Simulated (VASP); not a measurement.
These are PBE GGA, VASP's PBE PAW potentials (set 64) (plane waves; VASP) values and carry that method's errors.

Input for VASP

### INCAR
```
SYSTEM=Fe52Ni
PREC=Normal; ENCUT=400; LREAL=Auto
LASPH=T; ISYM=0
EDIFF=1E-5; NELM=100; NELMIN=4
ALGO=Fast; LMAXMIX=4
ISMEAR=1; SIGMA=0.1
GGA=PE
MAGMOM=2.5 2.5 2.5 2.5 2.5 2.5 2.5 2.5 2.5 2.5 2.5 2.5 2.5 2.5 2.5 2.5 2.5 2.5 2.5 2.5 2.5 2.5 2.5 2.5 2.5 2.5 2.5 2.5 2.5 2.5 2.5 2.5 2.5 2.5 2.5 2.5 2.5 2.5 2.5 2.5 2.5 2.5 2.5 2.5 2.5 2.5 2.5 2.5 2.5 2.5 2.5 2.5 0.7
ISPIN=2
IBRION=2; NSW=60; ISIF=2
EDIFFG=-0.03
LWAVE=F; LCHARG=F; LORBIT=10
```

File KPOINTS:
```
Automatic mesh
0
Monkhorst-Pack
2 2 2
0 0 0
```

**POSCAR**
```
Fe52Ni
1.0
  8.5011931224   0.0000000000   0.0000000000
  0.0000000000   8.5011931224   0.0000000000
  0.0000000000   0.0000000000   8.5011931224
Fe Ni
52 1
direct
 -0.0034120000   0.0000130000  -0.0000290000
  0.3307820000  -0.0024940000  -0.0019610000
  0.6660990000  -0.0017550000  -0.0028990000
 -0.0010770000   0.3310110000   0.0026380000
  0.0031430000  -0.0032140000   0.3347210000
  0.1671740000   0.1694400000   0.1678300000
  0.3336670000   0.3347440000  -0.0007910000
  0.3346880000   0.0022640000   0.3330940000
  0.5030700000   0.1687830000   0.1700350000
  0.6643640000   0.3334800000   0.0031050000
  0.6677090000   0.0025150000   0.3366140000
  0.8311420000   0.1648770000   0.1692690000
  0.0028310000   0.6684670000  -0.0010670000
 -0.0002540000   0.3341040000   0.3333070000
  0.1665130000   0.4995510000   0.1692480000
  0.3311550000   0.6679750000   0.0014180000
  0.0029630000  -0.0032090000   0.6676920000
  0.1676290000   0.1664000000   0.4968850000
  0.4976490000   0.4974820000   0.1656420000
  0.6665590000   0.6680450000   0.0020990000
  0.3317080000   0.0028530000   0.6633420000
  0.4991300000   0.1645740000   0.4989050000
  0.6662770000   0.3333200000   0.3327360000
  0.8313420000   0.4980250000   0.1648010000
  0.6682630000  -0.0005860000   0.6672510000
  0.8332940000   0.1661790000   0.5016360000
  0.0003920000   0.6652910000   0.3366140000
  0.1647490000   0.8308160000   0.1674680000
 -0.0000560000   0.3311250000   0.6639440000
  0.1669420000   0.4985320000   0.4972340000
  0.3332680000   0.6675870000   0.3301140000
  0.5000010000   0.8304310000   0.1686970000
  0.1684650000   0.1650100000   0.8305520000
  0.3362410000   0.3334550000   0.6641130000
  0.6639670000   0.6690470000   0.3336540000
  0.8316680000   0.8338620000   0.1653690000
  0.5020320000   0.1666190000   0.8365750000
  0.6668080000   0.3361420000   0.6649230000
  0.8334830000   0.5000400000   0.5021820000
  0.8303590000   0.1690100000   0.8354530000
 -0.0006530000   0.6634360000   0.6685290000
  0.1679140000   0.8362530000   0.5004190000
  0.1699260000   0.4986650000   0.8322110000
  0.3349420000   0.6680700000   0.6682370000
  0.5027450000   0.8348430000   0.5012690000
  0.5023910000   0.5010110000   0.8319580000
  0.6689580000   0.6648880000   0.6680870000
  0.8335830000   0.8325030000   0.4977600000
  0.8360220000   0.4970750000   0.8354490000
  0.1679450000   0.8330690000   0.8344770000
  0.4984850000   0.8358530000   0.8310930000
  0.8338890000   0.8330800000   0.8345400000
  0.4967840000   0.4976970000   0.5020530000
```

POTCAR, in this order: Fe Ni (PBE.64 set). Program: vasp_std.

Output

OSZICAR:
```
...
RMM:  10    -0.431108567869E+03   -0.87713E-03   -0.16803E-03  5120   0.115E-01    0.473E-01
RMM:  11    -0.431107646951E+03    0.92092E-03   -0.87919E-04  5120   0.103E-01    0.143E-01
RMM:  12    -0.431107625615E+03    0.21336E-04   -0.22823E-04  5120   0.433E-02    0.106E-01
RMM:  13    -0.431107607542E+03    0.18073E-04   -0.89819E-05  5107   0.298E-02    0.807E-02
RMM:  14    -0.431107597257E+03    0.10286E-04   -0.54052E-05  4912   0.228E-02    0.631E-02
RMM:  15    -0.431107595304E+03    0.19526E-05   -0.29928E-05  4035   0.165E-02
   2 F= -.43110760E+03 E0= -.43109136E+03  d E =-.215529E+00  mag=   114.8581
       N       E                     dE             d eps       ncg     rms          rms(c)
DAV:   1    -0.430976283769E+03    0.13131E+00   -0.32765E+01  5136   0.919E+00    0.357E+00
RMM:   2    -0.431287900886E+03   -0.31162E+00   -0.55004E-01  5120   0.260E+00    0.614E+00
RMM:   3    -0.431242874482E+03    0.45026E-01   -0.32711E-01  5120   0.188E+00    0.485E+00
RMM:   4    -0.431177136283E+03    0.65738E-01   -0.75407E-02  5120   0.982E-01    0.217E+00
RMM:   5    -0.431156487657E+03    0.20649E-01   -0.21146E-02  5123   0.472E-01    0.585E-01
RMM:   6    -0.431159299113E+03   -0.28115E-02   -0.76883E-03  5140   0.243E-01    0.971E-01
RMM:   7    -0.431155022413E+03    0.42767E-02   -0.41503E-03  5120   0.224E-01    0.338E-01
RMM:   8    -0.431156953802E+03   -0.19314E-02   -0.29793E-03  5120   0.156E-01    0.768E-01
RMM:   9    -0.431154269905E+03    0.26839E-02   -0.20387E-03  5120   0.154E-01    0.206E-01
RMM:  10    -0.431154534217E+03   -0.26431E-03   -0.88116E-04  5120   0.841E-02    0.292E-01
RMM:  11    -0.431154216302E+03    0.31792E-03   -0.40293E-04  5120   0.681E-02    0.117E-01
RMM:  12    -0.431154186950E+03    0.29351E-04   -0.11730E-04  5117   0.318E-02    0.696E-02
RMM:  13    -0.431154190110E+03   -0.31598E-05   -0.50368E-05  4856   0.216E-02
   3 F= -.43115419E+03 E0= -.43113856E+03  d E =-.262124E+00  mag=   115.0512
       N       E                     dE             d eps       ncg     rms          rms(c)
DAV:   1    -0.431111585361E+03    0.42602E-01   -0.15895E+01  5152   0.638E+00    0.249E+00
RMM:   2    -0.431217304361E+03   -0.10572E+00   -0.20084E-01  5120   0.159E+00    0.293E+00
RMM:   3    -0.431272728267E+03   -0.55424E-01   -0.12264E-01  5120   0.111E+00    0.408E+00
RMM:   4    -0.431208290932E+03    0.64437E-01   -0.40359E-02  5120   0.746E-01    0.118E+00
RMM:   5    -0.431202489356E+03    0.58016E-02   -0.87341E-03  5120   0.283E-01    0.433E-01
RMM:   6    -0.431203231912E+03   -0.74256E-03   -0.30160E-03  5122   0.155E-01    0.571E-01
RMM:   7    -0.431201998347E+03    0.12336E-02   -0.20325E-03  5120   0.149E-01    0.353E-01
RMM:   8    -0.431202814565E+03   -0.81622E-03   -0.17107E-03  5120   0.114E-01    0.542E-01
RMM:   9    -0.431201573544E+03    0.12410E-02   -0.11866E-03  5120   0.115E-01    0.152E-01
RMM:  10    -0.431201790575E+03   -0.21703E-03   -0.51205E-04  5120   0.623E-02    0.253E-01
RMM:  11    -0.431201559356E+03    0.23122E-03   -0.21568E-04  5120   0.504E-02    0.956E-02
RMM:  12    -0.431201570394E+03   -0.11038E-04   -0.85717E-05  5094   0.278E-02    0.102E-01
RMM:  13    -0.431201544437E+03    0.25957E-04   -0.42881E-05  4659   0.213E-02    0.629E-02
RMM:  14    -0.431201535749E+03    0.86882E-05   -0.28021E-05  3835   0.168E-02
   4 F= -.43120154E+03 E0= -.43118687E+03  d E =-.473456E-01  mag=   115.1984
       N       E                     dE             d eps       ncg     rms          rms(c)
DAV:   1    -0.431110794071E+03    0.90750E-01   -0.18801E+01  5120   0.694E+00    0.272E+00
RMM:   2    -0.431238104432E+03   -0.12731E+00   -0.24125E-01  5120   0.174E+00    0.324E+00
RMM:   3    -0.431301125252E+03   -0.63021E-01   -0.14939E-01  5120   0.123E+00    0.441E+00
RMM:   4    -0.431225538907E+03    0.75586E-01   -0.48163E-02  5120   0.816E-01    0.127E+00
RMM:   5    -0.431218883140E+03    0.66558E-02   -0.10305E-02  5120   0.307E-01    0.476E-01
RMM:   6    -0.431219754362E+03   -0.87122E-03   -0.35927E-03  5122   0.170E-01    0.625E-01
RMM:   7    -0.431218199117E+03    0.15552E-02   -0.23286E-03  5120   0.160E-01    0.363E-01
RMM:   8    -0.431219267301E+03   -0.10682E-02   -0.19974E-03  5120   0.123E-01    0.605E-01
RMM:   9    -0.431217694419E+03    0.15729E-02   -0.14325E-03  5120   0.126E-01    0.155E-01
RMM:  10    -0.431217946119E+03   -0.25170E-03   -0.61346E-04  5120   0.687E-02    0.265E-01
RMM:  11    -0.431217689256E+03    0.25686E-03   -0.25974E-04  5120   0.552E-02    0.103E-01
RMM:  12    -0.431217693044E+03   -0.37878E-05   -0.93839E-05  5097   0.290E-02
   5 F= -.43121769E+03 E0= -.43120481E+03  d E =-.635029E-01  mag=   115.3621
       N       E                     dE             d eps       ncg     rms          rms(c)
DAV:   1    -0.431198844479E+03    0.18845E-01   -0.52791E+00  5168   0.368E+00    0.142E+00
RMM:   2    -0.431236960771E+03   -0.38116E-01   -0.69788E-02  5120   0.940E-01    0.184E+00
RMM:   3    -0.431247767102E+03   -0.10806E-01   -0.46430E-02  5120   0.690E-01    0.217E+00
RMM:   4    -0.431229294486E+03    0.18473E-01   -0.13613E-02  5120   0.434E-01    0.558E-01
RMM:   5    -0.431228093299E+03    0.12012E-02   -0.25113E-03  5228   0.145E-01    0.220E-01
RMM:   6    -0.431228425028E+03   -0.33173E-03   -0.87624E-04  5120   0.832E-02    0.352E-01
RMM:   7    -0.431227850705E+03    0.57432E-03   -0.60244E-04  5120   0.816E-02    0.157E-01
RMM:   8    -0.431228149503E+03   -0.29880E-03   -0.52615E-04  5123   0.633E-02    0.296E-01
RMM:   9    -0.431227776690E+03    0.37281E-03   -0.32461E-04  5120   0.608E-02    0.809E-02
RMM:  10    -0.431227798293E+03   -0.21603E-04   -0.11357E-04  5120   0.295E-02    0.973E-02
RMM:  11    -0.431227767603E+03    0.30690E-04   -0.43147E-05  4618   0.222E-02    0.479E-02
RMM:  12    -0.431227765600E+03    0.20032E-05   -0.21080E-05  3302   0.141E-02
   6 F= -.43122777E+03 E0= -.43121568E+03  d E =-.100726E-01  mag=   115.4235
       N       E                     dE             d eps       ncg     rms          rms(c)
DAV:   1    -0.431225967350E+03    0.18003E-02   -0.41805E-01  5248   0.104E+00    0.400E-01
RMM:   2    -0.431229088397E+03   -0.31210E-02   -0.54240E-03  5120   0.261E-01    0.534E-01
RMM:   3    -0.431229748688E+03   -0.66029E-03   -0.37246E-03  5120   0.196E-01    0.596E-01
RMM:   4    -0.431228384967E+03    0.13637E-02   -0.10385E-03  5120   0.120E-01    0.163E-01
RMM:   5    -0.431228275712E+03    0.10925E-03   -0.19604E-04  5209   0.416E-02    0.601E-02
RMM:   6    -0.431228306441E+03   -0.30729E-04   -0.73949E-05  5072   0.242E-02    0.104E-01
RMM:   7    -0.431228256431E+03    0.50010E-04   -0.51620E-05  4896   0.238E-02    0.452E-02
RMM:   8    -0.431228275891E+03   -0.19460E-04   -0.40411E-05  4528   0.179E-02    0.778E-02
RMM:   9    -0.431228251690E+03    0.24201E-04   -0.24673E-05  3427   0.170E-02    0.259E-02
RMM:  10    -0.431228250781E+03    0.90935E-06   -0.77771E-06  2658   0.826E-03
   7 F= -.43122825E+03 E0= -.43121641E+03  d E =-.105577E-01  mag=   115.4409
       N       E                     dE             d eps       ncg     rms          rms(c)
DAV:   1    -0.431226474967E+03    0.17767E-02   -0.58945E-01  5184   0.123E+00    0.483E-01
RMM:   2    -0.431231726352E+03   -0.52514E-02   -0.79923E-03  5120   0.315E-01    0.753E-01
RMM:   3    -0.431231349538E+03    0.37681E-03   -0.47671E-03  5120   0.227E-01    0.642E-01
RMM:   4    -0.431230230419E+03    0.11191E-02   -0.12274E-03  5120   0.125E-01    0.317E-01
RMM:   5    -0.431229759228E+03    0.47119E-03   -0.35548E-04  5120   0.641E-02    0.568E-02
RMM:   6    -0.431229804279E+03   -0.45051E-04   -0.11778E-04  5154   0.298E-02    0.123E-01
RMM:   7    -0.431229725758E+03    0.78521E-04   -0.68131E-05  5109   0.277E-02    0.428E-02
RMM:   8    -0.431229751811E+03   -0.26053E-04   -0.48886E-05  4916   0.201E-02    0.881E-02
RMM:   9    -0.431229721665E+03    0.30146E-04   -0.29124E-05  3820   0.180E-02    0.329E-02
RMM:  10    -0.431229718424E+03    0.32413E-05   -0.10056E-05  2672   0.953E-03
   8 F= -.43122972E+03 E0= -.43121791E+03  d E =-.146764E-02  mag=   115.4666
```

OUTCAR:
```
------------------------ aborting loop because EDIFF is reached ----------------------------------------
  FORCE on cell =-STRESS in cart. coord.  units (eV):
  Direction    XX          YY          ZZ          XY          YZ          ZX
  --------------------------------------------------------------------------------------
  Total       -7.7400535     -7.7258065     -7.7454309     -0.3784849     -0.4024795     -0.3147322
  in kB      -20.1843562    -20.1472029    -20.1983791     -0.9870053     -1.0495779     -0.8207523
  external PRESSURE =     -20.1766460 kB  Pullay stress =       0.0000000 kB
  volume of cell :      614.38
      direct lattice vectors                 reciprocal lattice vectors
     8.501193122  0.000000000  0.000000000     0.117630547  0.000000000  0.000000000
     0.000000000  8.501193122  0.000000000     0.000000000  0.117630547  0.000000000
     0.000000000  0.000000000  8.501193122     0.000000000  0.000000000  0.117630547
 POSITION                                       TOTAL-FORCE (eV/Angst)
 -----------------------------------------------------------------------------------
      0.00368      0.00007      0.00563        -0.002284      0.007318     -0.009830
      2.83187      0.00824      0.00841        -0.004194     -0.014498      0.002658
      5.67026      0.00206      0.00590        -0.002559     -0.012699     -0.010723
      0.00741      2.82879      0.00921        -0.000645     -0.002601      0.000397
      0.00702      0.00611      2.83241         0.007798     -0.005891      0.002014
      1.47342      1.47323      1.47656         0.008803      0.001485     -0.004163
      2.83633      2.83492      8.44706         0.003657     -0.000950      0.001947
      2.83802      8.44574      2.83864        -0.002232     -0.003161     -0.004578
      4.19015      1.45861      1.46140         0.017386     -0.010365     -0.009028
      5.65715      2.83053      0.01301         0.001815     -0.002230     -0.001584
      5.65848      0.00811      2.83377        -0.003315      0.003269      0.004674
      7.09170      1.40880      1.41234        -0.003296     -0.002536      0.002545
      0.00274      5.66544      0.00498         0.000616      0.008113     -0.005453
      8.44568      2.83440      2.83823         0.005677     -0.001787      0.000482
      1.45921      4.18932      1.45981        -0.009673      0.012332     -0.005833
      2.83136      5.65665      0.01169         0.007522     -0.004672     -0.001025
      0.00607      0.00133      5.67030        -0.015833     -0.009666      0.002936
      1.46226      1.45744      4.19186        -0.019682     -0.010208      0.011222
      4.19501      4.19656      1.45487         0.001523     -0.013245      0.013884
      5.66536      5.66293      0.00200         0.006049      0.007046     -0.003003
      2.83418      0.00929      5.65875        -0.000687     -0.002012      0.000757
      4.20108      1.44984      4.19970        -0.015868      0.015679     -0.006744
      5.69719      2.83666      2.84115         0.010801      0.003114      0.000297
      7.08548      4.25096      1.41183         0.003049      0.005916     -0.005547
      5.66811      8.49811      5.66847        -0.002863      0.002962     -0.005284
      7.08780      1.40637      4.25629        -0.001149     -0.003039      0.000184
      0.01212      5.65506      2.83323        -0.007847      0.001554      0.004413
      1.41109      7.09194      1.41128        -0.002175     -0.010111      0.004805
      0.01388      2.82910      5.65917        -0.009550      0.007950     -0.005072
      1.45555      4.19399      4.19569         0.010453     -0.001066      0.005847
      2.83860      5.69919      2.83915         0.008010     -0.006420      0.007522
      4.25354      7.08626      1.40906         0.007106     -0.009855      0.006851
      1.41165      1.40869      7.09331         0.002065     -0.001639     -0.002773
      2.84123      2.83627      5.69818         0.001482      0.005540      0.009525
      5.66738      5.66474      2.82505        -0.001894      0.003666      0.003671
      7.09160      7.08851      1.41586        -0.001381      0.001210     -0.009461
      4.25622      1.40702      7.08829        -0.004058     -0.001707     -0.002010
      5.66826      2.82070      5.66840        -0.002014      0.006753      0.000782
      7.09955      4.25536      4.26090        -0.004719      0.006418     -0.000867
      7.09374      1.40951      7.09336        -0.010575      0.007417     -0.001626
      0.00211      5.66323      5.66776        -0.005677     -0.001637     -0.004524
      1.40930      7.08577      4.25491         0.003747     -0.009523      0.002069
      1.40985      4.25185      7.08834        -0.000231     -0.001430     -0.013272
      2.82429      5.66471      5.66743         0.001251      0.002238      0.003181
      4.25947      7.09592      4.26012         0.004651      0.000219      0.000725
      4.25828      4.25575      7.09919         0.005165      0.008320     -0.000228
      5.66403      5.66061      5.66567         0.013168      0.008646      0.007626
      7.08621      7.08115      4.24964        -0.003814      0.009050     -0.007557
      7.08470      4.24291      7.08573         0.004848      0.003468      0.004625
      1.41443      7.08970      7.09259        -0.002777     -0.000570      0.002819
      4.24788      7.08313      7.08652        -0.001734     -0.002648     -0.003176
      7.08995      7.08479      7.09087        -0.002173      0.008774     -0.001307
      4.23184      4.23060      4.23089         0.008254     -0.002292      0.016214
 -----------------------------------------------------------------------------------
    total drift:                               -0.003880      0.008226     -0.003946
  FREE ENERGIE OF THE ION-ELECTRON SYSTEM (eV)
  ---------------------------------------------------
  free  energy   TOTEN  =      -431.2297184237 eV

  energy  without entropy=     -431.1942996044  energy(sigma->0) =     -431.21791215

 total charge

# of ion       s       p       d       tot
------------------------------------------
    1        0.485   0.545   6.226   7.256
    2        0.485   0.540   6.231   7.256
    3        0.483   0.541   6.224   7.248
    4        0.485   0.540   6.231   7.256
    5        0.485   0.540   6.231   7.256
    6        0.475   0.499   6.171   7.145
    7        0.501   0.550   6.258   7.309
    8        0.501   0.550   6.258   7.309
    9        0.476   0.499   6.182   7.157
   10        0.484   0.538   6.224   7.246
   11        0.484   0.538   6.224   7.246
   12        0.489   0.543   6.238   7.270
   13        0.483   0.540   6.224   7.248
   14        0.501   0.550   6.258   7.309
   15        0.476   0.499   6.182   7.157
   16        0.484   0.538   6.224   7.246
   17        0.483   0.541   6.225   7.249
   18        0.476   0.499   6.182   7.157
   19        0.472   0.489   6.194   7.155
   20        0.483   0.538   6.223   7.245
   21        0.484   0.538   6.224   7.246
   22        0.472   0.490   6.194   7.157
   23        0.494   0.532   6.227   7.252
   24        0.489   0.542   6.240   7.271
   25        0.484   0.538   6.223   7.245
   26        0.489   0.542   6.240   7.271
   27        0.484   0.538   6.224   7.246
   28        0.489   0.543   6.238   7.269
   29        0.484   0.538   6.224   7.246
   30        0.472   0.489   6.193   7.154
   31        0.494   0.532   6.227   7.253
...
```
(Selected blocks of OUTCAR.)

CONTCAR:
```
Fe52Ni
   1.00000000000000
     8.5011931224000001    0.0000000000000000    0.0000000000000000
     0.0000000000000000    8.5011931224000001    0.0000000000000000
     0.0000000000000000    0.0000000000000000    8.5011931224000001
  Fe              Ni
    52     1
Direct
     0.0004326604958661    0.0000076877982187    0.0006617232530300
     0.3331140729606217    0.0009696699606838    0.0009888117170445
     0.6669953558807521    0.0002418333428495    0.0006945445310910
     0.0008715373369421    0.3327526549841912    0.0010831482773039
     0.0008252279451884    0.0007187118768869    0.3331774231597024
     0.1733190129865458    0.1732965266189843    0.1736890117320360
     0.3336395358723058    0.3334726376966526    0.9936324411721589
     0.3338373812081500    0.9934764864213645    0.3339108921849996
     0.4928890976524888    0.1715771726100235    0.1719054684149019
     0.6654531753320148    0.3329568639847948    0.0015304364572963
     0.6656106547456473    0.0009537733697424    0.3333381891294478
     0.8342000286073836    0.1657181213113264    0.1661344713487719
     0.0003222280479651    0.6664289742252418    0.0005854057331104
     0.9934695808981217    0.3334115241572162    0.3338623523409094
     0.1716471244801520    0.4927922950481849    0.1717185215680911
     0.3330547431070284    0.6653948014902925    0.0013750358693150
     0.0007135130599137    0.0001561349007465    0.6670004794553308
     0.1720058716871591    0.1714395218949902    0.4930910288690390
     0.4934614398635135    0.4936434717199183    0.1711376518534723
     0.6664199396312328    0.6661340660747559    0.0002347801131251
     0.3333865334446220    0.0010927244293645    0.6656417266225286
     0.4941755016267356    0.1705455505780417    0.4940134551254890
     0.6701639856557166    0.3336782328986042    0.3342064823765463
     0.8334692407852340    0.5000432237826538    0.1660738385203810
     0.6667423350041300    0.9996377240905595    0.6667851911377873
     0.8337416231088624    0.1654323823984990    0.5006699292123266
     0.0014254755947805    0.6652081405873173    0.3332749662390530
     0.1659873587523109    0.8342284470215502    0.1660092939473045
     0.0016321504483773    0.3327880342839895    0.6656915007660829
     0.1712167543300952    0.4933411753646114    0.4935409898430733
     0.3339061516308076    0.6703989750549418    0.3339702323940107
     0.5003462307132567    0.8335605741708871    0.1657487446837662
     0.1660535321539544    0.1657051340797862    0.8343904871181657
     0.3342154020390811    0.3336318419955681    0.6702794717299295
     0.6666568182747187    0.6663467790864241    0.3323118286518950
     0.8341886008212228    0.8338257248822001    0.1665480233126404
     0.5006618723179432    0.1655082441234139    0.8337993139913586
     0.6667609186985853    0.3318010377986080    0.6667771594023275
     0.8351237209741146    0.5005608953211753    0.5012124839105724
     0.8344405588738397    0.1658010238994736    0.8343958303617726
     0.0002477744066457    0.6661687577259291    0.6667013988073767
     0.1657772525883989    0.8335027994204234    0.5005069712197175
     0.1658416442766911    0.5001479139005353    0.8338056834837773
     0.3322233474660509    0.6663435078503867    0.6666633497226743
     0.5010433685407393    0.8346968244269022    0.5011201587637958
     0.5009042954930134    0.5006063924890047    0.8350818110327102
     0.6662624399742544    0.6658606340315615    0.6664554041376023
     0.8335547415764614    0.8329595525628370    0.4998875292314055
     0.8333769026211608    0.4990953174103551    0.8334985064053617
     0.1663804635322478    0.8339657013525938    0.8343051656818880
     0.4996803161056630    0.8331926458269356    0.8335910618120416
     0.8339948154761178    0.8333876650911614    0.8341033271632182
     0.4977936908951913    0.4976474925766436    0.4976818660112335
```

The cell is a supercell with a defect, built from Fe (bcc): Ni into a Fe vacancy.
